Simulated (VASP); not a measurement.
Given:

```
CELL_PARAMETERS angstrom
      1.84817    -3.20112     0.00000
      1.84817     3.20112     0.00000
      0.00000     0.00000     5.64036
ATOMIC_POSITIONS crystal
  Gd 0.33333 0.66667 0.25000
  Gd 0.66667 0.33333 0.75000
```

Computed with r2SCAN meta-GGA, VASP's PBE PAW potentials (set 64) (plane waves; VASP). Settings: 520 eV cut-off, 13×13×7 Γ-centred mesh, tetrahedra with Blöchl corrections, potentials Gd_3.

The 4f electrons are frozen in the core of the lanthanide potential, so 4f levels, which can set the real gap, and their magnetism are missing.

**Question.** What does the run give for the energy per atom (σ→0), band gap (over mesh and band path) with the smallest direct gap where there is one?

**Answer.** 
| Property | Value |
|---|---|
| band gap (over mesh and band path) | none (metal, semimetal or under 0.01 eV) |
| energy per atom (σ→0) | -30598 meV/atom |

Only differences to runs with the same potentials and settings are physical.

The compound is Gd in the hcp structure. It was relaxed first.
